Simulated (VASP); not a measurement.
# CdF2: accuracy against cost in the k-mesh and PAW data sets, part 3 of 3

How sensitive are energy, pressure and forces of CdF2 to the k-mesh and PAW data sets? The atoms are off their equilibrium sites, so that forces can be compared too. The series runs use r2SCAN. Left out of this account: at least 1 further run (self-consistent run: it ended just at its time limit, and its output was not read). The atoms of the start are displaced at random from the sites of a Fm-3m cell.

VASP 6.6.1, plane waves and PAW; the level of theory is named at each step.

Still holding for the runs below: Spin-orbit coupling is off here; it would split degenerate levels.

So far. Step 11 (PAW data sets: recommended 54: Cd F): With 26 valence electrons the pressure is 1.42 GPa, +0.00 GPa from the first of the series, after 16 cycles in 2.4 min. Step 12 (PAW data sets: GW 64: Cd sv GW F GW): With 34 valence electrons the pressure is 0.12 GPa, -1.30 GPa from the first of the series, after 15 cycles in 2.2 min.

### 13. PAW data sets: hard 64: Cd F h (continued)

Level of this step: r2SCAN; plane waves and PAW (Cd, F_h) (VASP).

Parts of OUTCAR (step 13):

```text
  Total        0.4052853      0.3959130      0.3801714     -0.0395343     -0.1867687     -0.0812127
  in kB       16.6053723     16.2213703     15.5764045     -1.6198018     -7.6522984     -3.3274514
  external PRESSURE =      16.1343824 kB  Pullay stress =       0.0000000 kB

 POSITION                                       TOTAL-FORCE (eV/Angst)
 -----------------------------------------------------------------------------------
      2.71989      0.03147      2.69692        -0.344574     -0.007100      0.231055
      1.35188      1.38570      1.39516        -0.087777     -0.051976     -0.167282
      3.97306      4.07242      4.07441         0.432351      0.059076     -0.063773
 -----------------------------------------------------------------------------------
    total drift:                               -0.001348      0.000800     -0.001241

  FREE ENERGIE OF THE ION-ELECTRON SYSTEM (eV)
  ---------------------------------------------------
  free  energy   TOTEN  =       -33.7162452328 eV

  energy  without entropy=      -33.7162452327  energy(sigma->0) =      -33.71624523

[... 1 part as in an earlier step ...]

[... 2 further parts left out ...]
[key lines of the parts left out:]
E-fermi :  -0.3818
```

With 26 valence electrons the pressure is 1.61 GPa, +0.19 GPa from the first of the series, after 16 cycles in 4.4 min.

### 14. PAW data sets: soft 64: Cd F s

This step: r2SCAN; plane waves and PAW (Cd, F_s) (VASP 6.6.1).

File INCAR:

```
SYSTEM = CdF2
PREC = Accurate
ENCUT = 400
EDIFF = 1E-06
NELM = 100
ISMEAR = -1
SIGMA = 0.05
LREAL = .FALSE.
ALGO = Normal
METAGGA = R2SCAN
LASPH = .TRUE.
NBANDS = 19
LORBIT = 11
LWAVE = .FALSE.
LCHARG = .FALSE.
KPAR = 4
ISIF = 2
```

File POSCAR:

```
CdF2
1.0
    0.0000000000      2.6940000000      2.6940000000
    2.6940000000      0.0000000000      2.6940000000
    2.6940000000      2.6940000000      0.0000000000
Cd F
1 2
Direct
    0.0015780000     -0.0004940000      0.0101050000
    0.2652150000      0.2526630000      0.2491490000
    0.7746410000      0.7377590000      0.7370220000
```

File KPOINTS:

```
Automatic mesh
0
Gamma
7 7 7
0 0 0
```

PAW data sets: Cd and F_s (PBE family, release 64).

On the command line:

```console
$ mpirun -np 4 vasp_std
```

What it wrote:

```text
[... set-up lines as in an earlier step ...]
 entering main loop
       N       E                     dE             d eps       ncg     rms          rms(c)
DAV:   1     0.166795621075E+03    0.16680E+03   -0.13484E+04  6696   0.119E+03
DAV:   2    -0.356426350861E+02   -0.20244E+03   -0.19594E+03  6800   0.389E+02
DAV:   3    -0.412309423970E+02   -0.55883E+01   -0.55810E+01  7267   0.730E+01
DAV:   4    -0.412474575481E+02   -0.16515E-01   -0.16515E-01  7015   0.380E+00
[...]
DAV:  13    -0.336740853882E+02   -0.30133E-05   -0.34708E-05  6929   0.126E-01    0.167E-02
DAV:  14    -0.336740842289E+02    0.11593E-05   -0.73998E-06  6815   0.421E-02    0.861E-03
DAV:  15    -0.336740840886E+02    0.14032E-06   -0.39531E-07  3664   0.804E-03
   1 F= -.33674084E+02 E0= -.33674084E+02  d E =-.202554E-10
```

Elapsed: 1.7 min, on 4 MPI ranks of Intel Xeon Platinum 8259CL at 2.50GHz (Skylake/Cascade Lake), shared host; peak memory 0.84 GiB.

From OUTCAR (step 14):

```text
  Total        0.1762470      0.1667379      0.1507786     -0.0383422     -0.1871410     -0.0819999
  in kB        7.2212015      6.8315969      6.1777101     -1.5709591     -7.6675508     -3.3597069
  external PRESSURE =       6.7435029 kB  Pullay stress =       0.0000000 kB

 POSITION                                       TOTAL-FORCE (eV/Angst)
 -----------------------------------------------------------------------------------
      2.71989      0.03147      2.69692        -0.345630     -0.006685      0.232287
      1.35188      1.38570      1.39516        -0.086495     -0.052349     -0.167260
      3.97306      4.07242      4.07441         0.432125      0.059035     -0.065027
 -----------------------------------------------------------------------------------
    total drift:                                0.000800     -0.003042      0.003090

  FREE ENERGIE OF THE ION-ELECTRON SYSTEM (eV)
  ---------------------------------------------------
  free  energy   TOTEN  =       -33.6740840886 eV

  energy  without entropy=      -33.6740840885  energy(sigma->0) =      -33.67408409

[... 1 part as in an earlier step ...]

[... 2 further parts left out ...]
[key lines of the parts left out:]
E-fermi :  -0.4980
```

With 26 valence electrons the pressure is 0.67 GPa, -0.75 GPa from the first of the series, after 15 cycles in 1.7 min.

### 15. The PAW data sets series as a table

This step: convergence of r2SCAN results with the datasets; plane waves and PAW (VASP 6.6.1).

No new run; the numbers come from the runs before.

Differences are taken from the run with minimal 64: Cd F. Results of the series, by row:

| setting | status | pressure (GPa) | largest force difference (meV/Å) | gap (eV) | SCF cycles | wall time (s) |
| --- | --- | --- | --- | --- | --- | --- |
| minimal 64: Cd F, 520 eV | converged | 1.42 | 0 | 3.782 | 16 | 139 |
| recommended 54: Cd F, 520 eV | converged | 1.42 | 0 | 3.782 | 16 | 144 |
| gw 64: Cd_sv_GW F_GW, 640 eV | converged | 0.115 | 38.41 | 3.821 | 15 | 134 |
| hard 64: Cd F_h, 1010 eV | converged | 1.613 | 3.453 | 3.79 | 16 | 266 |
| soft 64: Cd F_s, 400 eV | converged | 0.6744 | 2.397 | 3.767 | 15 | 101 |

### 16. Outcome

```json
{
 "k-mesh from which the energy stays within 10 meV/atom of the reference": "3 3 3",
 "k-mesh from which the energy stays within 1 meV/atom of the reference": "4 4 4",
 "k-mesh from which the pressure stays within 0.2 GPa of the reference": "3 3 3",
 "spread of the pressure over the k-mesh": "0.487 GPa",
 "spread of the energy over the k-mesh": "31.9 meV/atom",
 "spread of the pressure over the PAW data sets": "1.50 GPa"
}
```

In words: From 4 4 4 on, the energy stays within 1 meV an atom of the reference, at 7.7 % of its time. The pressure holds within 0.2 GPa from 3 3 3 on. The energy swings above and below the reference, since the sum over k-points is not variational. The gap in the table jumps with the points that each mesh happens to hold, and is no measure of convergence. The choice of data set moves the pressure between 0.12 GPa (gw 64: Cd_sv_GW F_GW) and 1.61 GPa (hard 64: Cd F_h); the cutoffs differ too (1010, 400, 520 and 640 eV). The gap moves by up to 0.05 eV. For the k-mesh, differences are taken from the run with 11 11 11, which is itself not the exact limit. Data sets differ in their zero of energy, so energies are not compared. 13 13 13 did not finish or converge. The run at 2 2 2 is over 30 meV an atom or 2 GPa off and describes the material poorly.

[Lines on the potential files, build, host, timing and source positions are cut from VASP's logs without a mark.]

[Logs are printed without paths, hosts, clocks, repeated set-up lines and the standing remarks that a program may print on its own settings, such as how far it seeks lower states.]

[Hosts, paths, dates, database ids (printed as entryN), source tags and the programs' standing remarks are cut or masked in the printed files.]

[A measured line is paired with the nearest computed mode of its activity, which favours agreement.]

[In band tables of VASP the shares of atoms and orbitals are scaled to a sum of 1 inside the atoms' spheres.]
